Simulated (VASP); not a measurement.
TiB2:

```xyz
3
Lattice="3.0259 0.0000 0.0000 -1.5130 2.6205 0.0000 0.0000 0.0000 3.2288" Properties=species:S:1:pos:R:3 pbc="T T T"
Ti    0.0000    0.0000    0.0000
B     0.0000    1.7470    1.6144
B     1.5130    0.8735    1.6144
```

The cell is a database's computed one.

```yaml
Program: VASP 6.6.1
Task: relaxation of cell and atoms
Functional: LDA
Potentials_or_basis: VASP PAW LDA potentials, release 64 (Ti_sv, B)
Cutoff: 600 eV
k_mesh: 15 × 15 × 14
Occupations: gaussian, width 0.1 eV
Spin: no spin polarisation
```

At the start: pressure -10.3 GPa; volume 8.53 Å³/atom.

How do energy, volume and symmetry change on relaxing?

Over 8 steps the energy falls by 11.8 meV/atom and the volume is 8.19 Å³/atom (-4.0 %); space group P6/mmm (No. 191, to 0.05 Å).

Step by step:
| step | energy change (eV) | largest force (eV/Å) | pressure (GPa) | volume (Å³) |
| --- | --- | --- | --- | --- |
| 1 | 0.0000 | 0.0000 | -10.26 | 25.60 |
| 2 | -0.0001 | 0.0000 | 12.04 | 23.63 |
| 3 | -0.0341 | 0.0000 | 0.10 | 24.59 |
| 4 | -0.0341 | 0.0000 | 0.31 | 24.57 |
| 5 | -0.0355 | 0.0000 | 0.18 | 24.56 |
| 6 | -0.0355 | 0.0000 | 0.18 | 24.56 |
| 7 | -0.0355 | 0.0000 | -0.15 | 24.59 |
| 8 | -0.0355 | 0.0000 | -0.01 | 24.57 |

Final structure:
```
CELL_PARAMETERS angstrom
2.99575 0.00000 0.00000
-1.49788 2.59440 0.00000
0.00000 0.00000 3.16160
ATOMIC_POSITIONS crystal
Ti 0.00000 0.00000 0.00000
B 0.33333 0.66667 0.50000
B 0.66667 0.33333 0.50000
```
